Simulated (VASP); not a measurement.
Here is the system:

```xyz
72
Lattice="4.8683 -8.4322 0.0000 4.8683 8.4322 0.0000 0.0000 0.0000 10.5563" Properties=species:S:1:pos:R:3 pbc="T T T"
Ga     1.6228    -0.9369     2.6391
Ga     1.6228     0.9369     0.0000
Ga     1.6228    -0.9369     7.9172
Ga     1.6228     0.9369     5.2781
Ga     3.2455     1.8738     2.6391
Ga     3.2455     3.7476     0.0000
Ga     3.2455     1.8738     7.9172
Ga     3.2455     3.7476     5.2781
Ga     4.8683     4.6845     2.6391
Ga     4.8683     6.5584     0.0000
Ga     4.8683     4.6845     7.9172
Ga     4.8683     6.5584     5.2781
Ga     3.2455    -3.7476     2.6391
Ga     3.2455    -1.8738     0.0000
Ga     3.2455    -3.7476     7.9172
Ga     3.2455    -1.8738     5.2781
Ga     4.8683    -0.9369     2.6391
Ga     4.8683     0.9369     0.0000
Ga     4.8683    -0.9369     7.9172
Ga     4.8683     0.9369     5.2781
Ga     6.4911     1.8738     2.6391
Ga     6.4911     3.7476     0.0000
Ga     6.4911     1.8738     7.9172
Ga     6.4911     3.7476     5.2781
Ga     4.8683    -6.5584     2.6391
Ga     4.8683    -4.6845     0.0000
Ga     4.8683    -6.5584     7.9172
Ga     4.8683    -4.6845     5.2781
Ga     6.4911    -3.7476     2.6391
Ga     6.4911    -1.8738     0.0000
Ga     6.4911    -3.7476     7.9172
Ga     6.4911    -1.8738     5.2781
Ga     8.1139    -0.9369     2.6391
Ga     8.1139     0.9369     0.0000
Ga     8.1139    -0.9369     7.9172
Ga     8.1139     0.9369     5.2781
N      1.6228    -0.9369     4.6289
N      1.6228     0.9369     1.9899
N      1.6228    -0.9369     9.9071
N      1.6228     0.9369     7.2680
N      3.2455     1.8738     4.6289
N      3.2455     3.7476     1.9899
N      3.2455     1.8738     9.9071
N      3.2455     3.7476     7.2680
N      4.8683     4.6845     4.6289
N      4.8683     6.5584     1.9899
N      4.8683     4.6845     9.9071
N      4.8683     6.5584     7.2680
N      3.2455    -3.7476     4.6289
N      3.2455    -1.8738     1.9899
N      3.2455    -3.7476     9.9071
N      3.2455    -1.8738     7.2680
N      4.8683    -0.9369     4.6289
N      4.8683     0.9369     1.9899
N      4.8683    -0.9369     9.9071
N      4.8683     0.9369     7.2680
N      6.4911     1.8738     4.6289
N      6.4911     3.7476     1.9899
N      6.4911     1.8738     9.9071
N      6.4911     3.7476     7.2680
N      4.8683    -6.5584     4.6289
N      4.8683    -4.6845     1.9899
N      4.8683    -6.5584     9.9071
N      4.8683    -4.6845     7.2680
N      6.4911    -3.7476     4.6289
N      6.4911    -1.8738     1.9899
N      6.4911    -3.7476     9.9071
N      6.4911    -1.8738     7.2680
N      8.1139    -0.9369     4.6289
N      8.1139     0.9369     1.9899
N      8.1139    -0.9369     9.9071
N      8.1139     0.9369     7.2680
```

These are HSE06 screened hybrid, VASP's PBE PAW potentials (set 64) (plane waves; VASP) values and carry that method's errors. Settings: PREC = Normal, LREAL = Auto, EDIFF = 1E-5, 400 eV cut-off, 1×1×1 Γ-centred mesh, Gaussian smearing of 0.050 eV, potentials Ga N.

The supercell is sampled at Γ alone, which is coarse: total energies, pressure and levels can be off, energies of defects by several tenths of an eV.

### Question
Estimate the energy per atom (σ→0).

### Answer

The energy per atom (σ→0) is -7.331 eV/atom.

Total energies compare only between runs with the same potentials, cut-off and functional.

The cell is a supercell, built from GaN (wurtzite). The cell's shape comes from a PBE relaxation.
